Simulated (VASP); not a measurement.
**Ta$_{2}$N (relaxed from the layer:CdI2 structure): computed properties**

These are r2SCAN meta-GGA, VASP's PBE PAW potentials (set 64) (plane waves; VASP) values and carry that method's errors.

For Ta2N, the space group is P-3m1 (164), the cell comes out as a = b = 3.0615 Å, c = 16.3712 Å, α = β = 90.00°, γ = 120.00° and the band gap (over mesh and band path) comes out as none (metal, semimetal or under 0.01 eV).

```cif
data_NTa2
_chemical_formula_sum 'N1 Ta2'
_space_group_name_H-M_alt 'P 1'
_space_group_IT_number 1
_cell_length_a 3.06152
_cell_length_b 3.06152
_cell_length_c 16.37116
_cell_angle_alpha 90.000
_cell_angle_beta 90.000
_cell_angle_gamma 120.000
loop_
_space_group_symop_operation_xyz
  'x, y, z'
loop_
_atom_site_label
_atom_site_type_symbol
_atom_site_fract_x
_atom_site_fract_y
_atom_site_fract_z
_atom_site_occupancy
N1 N 0.00000 0.00000 0.50000 1
Ta1 Ta 0.33333 0.66667 0.57265 1
Ta2 Ta 0.66667 0.33333 0.42735 1
```

The cell holds vacuum, so volume and density refer to the whole cell. The cell holds a wide vacuum, so values per volume refer to the whole cell. Unless said otherwise, spin-orbit coupling is left out, though it shifts the bands of the heavy elements here.

The cell is a sheet with vacuum, built from a generated structure.
